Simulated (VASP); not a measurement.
Method: PBE GGA, VASP's PBE PAW potentials (set 64) (plane waves; VASP 6.6.1).

VASP input:

### KPOINTS
```
Automatic mesh
0
Gamma
14 14 14
0 0 0
```

**POSCAR**
```
CoSi2
2.680
  0.0000000000   1.0000000000   1.0000000000
  1.0000000000   0.0000000000   1.0000000000
  1.0000000000   1.0000000000   0.0000000000
Co Si
1 2
Cart
  0.0000000000   0.0000000000   0.0000000000
  0.5000000000   0.5000000000   0.5000000000
  1.5000000000   1.5000000000   1.5000000000
```

INCAR:
```
SYSTEM = CoSi2
PREC = Accurate; ENCUT = 300; LREAL = F
LASPH = T
EDIFF = 1E-6; NELM = 100; ALGO = Normal
LMAXMIX = 4
ISMEAR = 0; SIGMA = 0.272
GGA = PE
ISIF = 2
LWAVE = F; LCHARG = F
```

POTCAR, in this order: Co Si (PBE.64 set). Program: vasp_std.

What VASP printed:

File OSZICAR:
```
       N       E                     dE             d eps       ncg     rms          rms(c)
DAV:   1     0.483429242295E+02    0.48343E+02   -0.49350E+03  2568   0.854E+02
DAV:   2    -0.180297334194E+02   -0.66373E+02   -0.62075E+02  2528   0.207E+02
DAV:   3    -0.206596171703E+02   -0.26299E+01   -0.25642E+01  3260   0.463E+01
DAV:   4    -0.207101044290E+02   -0.50487E-01   -0.50371E-01  2948   0.658E+00
DAV:   5    -0.207115795449E+02   -0.14751E-02   -0.14748E-02  3276   0.109E+00    0.143E+01
DAV:   6    -0.244018455486E+02   -0.36903E+01   -0.40703E+01  3136   0.129E+02    0.179E+01
DAV:   7    -0.193135609239E+02    0.50883E+01   -0.17191E+01  3280   0.101E+02    0.355E+00
DAV:   8    -0.193419780737E+02   -0.28417E-01   -0.10672E+00  2980   0.834E+00    0.194E+00
DAV:   9    -0.193055977696E+02    0.36380E-01   -0.11298E-01  3180   0.677E+00    0.443E-01
DAV:  10    -0.193056443387E+02   -0.46569E-04   -0.57799E-03  3032   0.867E-01    0.699E-02
DAV:  11    -0.193055985208E+02    0.45818E-04   -0.37579E-04  3620   0.350E-01    0.355E-02
DAV:  12    -0.193056213041E+02   -0.22783E-04   -0.50400E-05  2668   0.695E-02    0.227E-02
DAV:  13    -0.193056216335E+02   -0.32937E-06   -0.26198E-06  3024   0.127E-02
   1 F= -.19305622E+02 E0= -.19286077E+02  d E =-.390885E-01
```

### OUTCAR
```
------------------------ aborting loop because EDIFF is reached ----------------------------------------
  FORCE on cell =-STRESS in cart. coord.  units (eV):
  Direction    XX          YY          ZZ          XY          YZ          ZX
  --------------------------------------------------------------------------------------
  Total       -0.0703917     -0.0703917     -0.0703917      0.0000000      0.0000000      0.0000000
  in kB       -2.9295274     -2.9295274     -2.9295274      0.0000000      0.0000000      0.0000000
  external PRESSURE =      -2.9295274 kB  Pullay stress =       0.0000000 kB
  volume of cell :       38.50
      direct lattice vectors                 reciprocal lattice vectors
     0.000000000  2.680000000  2.680000000    -0.186567164  0.186567164  0.186567164
     2.680000000  0.000000000  2.680000000     0.186567164 -0.186567164  0.186567164
     2.680000000  2.680000000  0.000000000     0.186567164  0.186567164 -0.186567164
 POSITION                                       TOTAL-FORCE (eV/Angst)
 -----------------------------------------------------------------------------------
      0.00000      0.00000      0.00000        -0.000000      0.000000      0.000000
      1.34000      1.34000      1.34000        -0.000000     -0.000000      0.000000
      4.02000      4.02000      4.02000         0.000000     -0.000000     -0.000000
 -----------------------------------------------------------------------------------
    total drift:                               -0.000000      0.000000      0.000000
  FREE ENERGIE OF THE ION-ELECTRON SYSTEM (eV)
  ---------------------------------------------------
  free  energy   TOTEN  =       -19.3056216335 eV

  energy  without entropy=      -19.2665331802  energy(sigma->0) =      -19.28607741
```
(Selected blocks of OUTCAR.)

At this cut-off the stress carries a Pulay error, which pulls relaxed volumes low.

The structure is a typed CoSi2 crystal (Fm-3m). The cell was not relaxed at this level. The run is not spin-polarised, so no magnetic state was tried. The electron count is odd and the run is not spin-polarised, which forces a metal.
